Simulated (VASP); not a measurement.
All values below come from modified Becke-Johnson potential (mBJ), VASP's PBE PAW potentials (set 64) (plane waves; VASP).

Input for VASP

KPOINTS_OPT:
```
k-points along high-symmetry lines
7
Line-mode
Reciprocal
  0.000000   0.000000   0.000000 ! GAMMA
  0.000000   0.500000   0.000000 ! X

  0.000000   0.500000   0.000000 ! X
  0.500000   0.500000   0.000000 ! M

  0.500000   0.500000   0.000000 ! M
  0.000000   0.000000   0.000000 ! GAMMA

  0.000000   0.000000   0.000000 ! GAMMA
  0.000000   0.000000   0.500000 ! Z

  0.000000   0.000000   0.500000 ! Z
  0.000000   0.500000   0.500000 ! R

  0.000000   0.500000   0.500000 ! R
  0.500000   0.500000   0.500000 ! A

  0.500000   0.500000   0.500000 ! A
  0.000000   0.000000   0.500000 ! Z

  0.000000   0.500000   0.000000 ! X
  0.000000   0.500000   0.500000 ! R

  0.500000   0.500000   0.000000 ! M
  0.500000   0.500000   0.500000 ! A
```

### KPOINTS
```
Automatic mesh
0
Gamma
4 4 6
0 0 0
```

File POSCAR:
```
TiO2
1
    4.6440474341     0.0000000000     0.0000000000
    0.0000000000     4.6440474341     0.0000000000
    0.0000000000     0.0000000000     2.9688941954
Ti O
2 4
Direct
  0.5000000000   0.5000000000   0.0000000000
  0.0000000000   0.0000000000   0.5000000000
  0.6950831975   0.6950831975   0.5000000000
  0.3049168025   0.3049168025   0.5000000000
  0.8049168025   0.1950831975   0.0000000000
  0.1950831975   0.8049168025   1.0000000000
```

### INCAR
```
# general
SYSTEM =TiO2
PREC   =Accurate
ENCUT  =500
LREAL  =F
LASPH  =T

# electronic loop
EDIFF  =1E-6
NELM   =200
ALGO   =Normal
LMAXMIX=4
LMIXTAU=T

# smearing
ISMEAR =0
SIGMA  =0.05

# functional
METAGGA=MBJ

# ions
ISIF   =0

# output
LWAVE  =F
LCHARG =F
```

POTCAR, in this order: Ti_sv O (PBE.64 set). Program: vasp_std. Read from the step before: WAVECAR.

Output

### OSZICAR
```
       N       E                     dE             d eps       ncg     rms          rms(c)
DAV:   1     0.114704992865E+03    0.11470E+03   -0.60112E+00  1344   0.242E+01    0.220E+00
DAV:   2     0.112349058178E+03   -0.23559E+01   -0.18904E+01  1384   0.346E+01    0.492E+00
DAV:   3     0.112724984001E+03    0.37593E+00   -0.70188E-01  1968   0.659E+00    0.504E+00
DAV:   4     0.112566926796E+03   -0.15806E+00   -0.43154E-02  1924   0.160E+00    0.536E+00
DAV:   5     0.114334032396E+03    0.17671E+01   -0.11168E+00  1672   0.108E+01    0.393E+00
DAV:   6     0.118181513394E+03    0.38475E+01   -0.29018E+00  1576   0.126E+01    0.474E+00
DAV:   7     0.118431487900E+03    0.24997E+00   -0.55207E-01  1604   0.566E+00    0.326E+00
DAV:   8     0.123365783508E+03    0.49343E+01   -0.20872E+00  1352   0.151E+01    0.368E+00
DAV:   9     0.121805776460E+03   -0.15600E+01   -0.36078E-01  1620   0.475E+00    0.287E+00
DAV:  10     0.122160921166E+03    0.35514E+00   -0.50071E-02  1648   0.188E+00    0.300E+00
DAV:  11     0.120250476565E+03   -0.19104E+01   -0.32455E-01  1492   0.370E+00    0.123E+00
DAV:  12     0.120632405204E+03    0.38193E+00   -0.20014E-01  1536   0.378E+00    0.552E-01
DAV:  13     0.120465924522E+03   -0.16648E+00   -0.11016E-02  1568   0.971E-01    0.387E-01
DAV:  14     0.120566207398E+03    0.10028E+00   -0.27754E-03  1948   0.431E-01    0.302E-01
DAV:  15     0.120538992572E+03   -0.27215E-01   -0.99246E-04  1532   0.257E-01    0.323E-01
DAV:  16     0.120648375856E+03    0.10938E+00   -0.11349E-02  1720   0.100E+00    0.719E-02
DAV:  17     0.120696066940E+03    0.47691E-01   -0.23207E-03  1968   0.418E-01    0.729E-02
DAV:  18     0.120716671034E+03    0.20604E-01   -0.22653E-04  2056   0.982E-02    0.903E-02
DAV:  19     0.120714351996E+03   -0.23190E-02   -0.14403E-05  1848   0.302E-02    0.940E-02
DAV:  20     0.120738000844E+03    0.23649E-01   -0.82807E-05  1824   0.633E-02    0.555E-02
DAV:  21     0.120799586372E+03    0.61586E-01   -0.98954E-05  1988   0.600E-02    0.345E-02
DAV:  22     0.120774467944E+03   -0.25118E-01   -0.86594E-05  1744   0.720E-02    0.181E-02
DAV:  23     0.120777866594E+03    0.33987E-02   -0.13443E-05  1272   0.274E-02    0.113E-02
DAV:  24     0.120775582947E+03   -0.22836E-02   -0.88928E-06  1680   0.247E-02    0.601E-03
DAV:  25     0.120771950774E+03   -0.36322E-02   -0.33760E-06  1244   0.164E-02    0.468E-03
DAV:  26     0.120770573667E+03   -0.13771E-02   -0.50661E-07   768   0.643E-03    0.407E-03
DAV:  27     0.120768900744E+03   -0.16729E-02   -0.20733E-07   768   0.431E-03    0.356E-03
DAV:  28     0.120768785848E+03   -0.11490E-03   -0.40787E-07   768   0.629E-03    0.189E-03
DAV:  29     0.120768011776E+03   -0.77407E-03   -0.26858E-07   776   0.345E-03    0.125E-03
DAV:  30     0.120768338453E+03    0.32668E-03   -0.75264E-08   768   0.256E-03    0.652E-04
DAV:  31     0.120768272980E+03   -0.65473E-04   -0.23337E-08   768   0.126E-03    0.420E-04
DAV:  32     0.120768260060E+03   -0.12919E-04   -0.12043E-08   768   0.924E-04    0.208E-04
DAV:  33     0.120768126431E+03   -0.13363E-03   -0.10991E-08   768   0.850E-04    0.228E-04
DAV:  34     0.120768124619E+03   -0.18114E-05   -0.62934E-09   768   0.573E-04    0.150E-04
DAV:  35     0.120768044540E+03   -0.80079E-04   -0.28176E-09   768   0.398E-04    0.147E-04
DAV:  36     0.120767985426E+03   -0.59114E-04   -0.14526E-09   768   0.255E-04    0.126E-04
DAV:  37     0.120767946540E+03   -0.38886E-04   -0.75898E-10   768   0.171E-04    0.852E-05
DAV:  38     0.120767874073E+03   -0.72467E-04   -0.50264E-10   768   0.147E-04    0.631E-05
DAV:  39     0.120767841186E+03   -0.32887E-04   -0.25142E-10   768   0.113E-04    0.662E-05
DAV:  40     0.120767843069E+03    0.18838E-05   -0.11782E-10   748   0.733E-05    0.506E-05
DAV:  41     0.120767847379E+03    0.43091E-05   -0.67175E-11   744   0.576E-05    0.362E-05
DAV:  42     0.120767849394E+03    0.20154E-05   -0.40282E-11   736   0.457E-05    0.212E-05
DAV:  43     0.120767853126E+03    0.37325E-05   -0.26221E-11   732   0.337E-05    0.134E-05
DAV:  44     0.120767863870E+03    0.10743E-04   -0.23260E-11   732   0.302E-05    0.363E-06
DAV:  45     0.120767866938E+03    0.30680E-05   -0.15779E-11   720   0.215E-05    0.179E-06
DAV:  46     0.120767867543E+03    0.60512E-06   -0.11647E-11   720   0.140E-05
   1 F= 0.12076787E+03 E0= 0.12076787E+03  d E =-.702731E-21
       N       E                     dE             ncg
       N       E                     dE             ncg
       N       E                     dE             ncg
```

File OUTCAR:
```
------------------------ aborting loop because EDIFF is reached ----------------------------------------
  volume of cell :       64.03
      direct lattice vectors                 reciprocal lattice vectors
     4.644047434  0.000000000  0.000000000     0.215329411  0.000000000  0.000000000
     0.000000000  4.644047434  0.000000000     0.000000000  0.215329411  0.000000000
     0.000000000  0.000000000  2.968894195     0.000000000  0.000000000  0.336825745
 POSITION                                       TOTAL-FORCE (eV/Angst)
 -----------------------------------------------------------------------------------
      2.32202      2.32202      0.00000         0.000000      0.000000      0.000000
      0.00000      0.00000      1.48445         0.000000      0.000000      0.000000
      3.22800      3.22800      1.48445         0.106044      0.106044      0.000000
      1.41605      1.41605      1.48445        -0.106044     -0.106044     -0.000000
      3.73807      0.90598      0.00000        -0.106044      0.106044      0.000000
      0.90598      3.73807      0.00000         0.106044     -0.106044      0.000000
 -----------------------------------------------------------------------------------
    total drift:                                0.000000      0.000000      0.000000
  FREE ENERGIE OF THE ION-ELECTRON SYSTEM (eV)
  ---------------------------------------------------
  free  energy   TOTEN  =       120.7678675429 eV

  energy  without entropy=      120.7678675429  energy(sigma->0) =      120.76786754

     CMBJ =    1.0000

     CMBJA=   -0.0120

     CMBJB=    1.0230

     CMBJE=    0.5000

    CMBJ =    1.4314
```
(Selected blocks of OUTCAR.)

### OUTCAR
```
 val. band max:        5.2859445971   @ k =   0.0000   0.0000   0.0000

 cond. band min:       7.9464551936   @ k =   0.5000   0.5000   0.0000


 Fermi energy:         5.6044356592

 k-point     1 :       0.0000    0.0000    0.0000
  band No.  band energies     occupation
      1     -52.9068      2.00000
      2     -52.8928      2.00000
      3     -28.3585      2.00000
      4     -28.3584      2.00000
      5     -28.2129      2.00000
      6     -28.2128      2.00000
      7     -28.1698      2.00000
      8     -28.1432      2.00000
      9     -13.8961      2.00000
     10     -13.1187      2.00000
     11     -12.4828      2.00000
     12     -12.4828      2.00000
     13       0.0710      2.00000
     14       0.1448      2.00000
     15       1.2153      2.00000
     16       1.4638      2.00000
     17       1.4638      2.00000
     18       2.9302      2.00000
     19       2.9302      2.00000
     20       3.3637      2.00000
     21       4.4561      2.00000
     22       4.7656      2.00000
     23       4.7656      2.00000
     24       5.2859      2.00000
     25       7.9660      0.00000
     26       8.2742      0.00000
     27       8.5169      0.00000
     28       8.5169      0.00000

 k-point     2 :       0.2500    0.0000    0.0000
  band No.  band energies     occupation
      1     -52.9047      2.00000
      2     -52.8949      2.00000
      3     -28.3398      2.00000
      4     -28.3386      2.00000
      5     -28.2344      2.00000
      6     -28.2332      2.00000
      7     -28.1658      2.00000
      8     -28.1470      2.00000
      9     -13.7355      2.00000
     10     -13.1200      2.00000
     11     -12.6181      2.00000
     12     -12.5504      2.00000
     13       0.3948      2.00000
     14       0.4094      2.00000
     15       1.4795      2.00000
     16       1.4869      2.00000
     17       1.5418      2.00000
     18       2.6202      2.00000
     19       2.7381      2.00000
     20       3.4297      2.00000
...
```

mBJ is a potential without an energy functional, so only the levels count.

The structure comes from a computed database's TiO2 entry (P4_2/mnm); how it stands against other phases isn't given here. It was relaxed first. The cell's shape comes from a PBE relaxation.
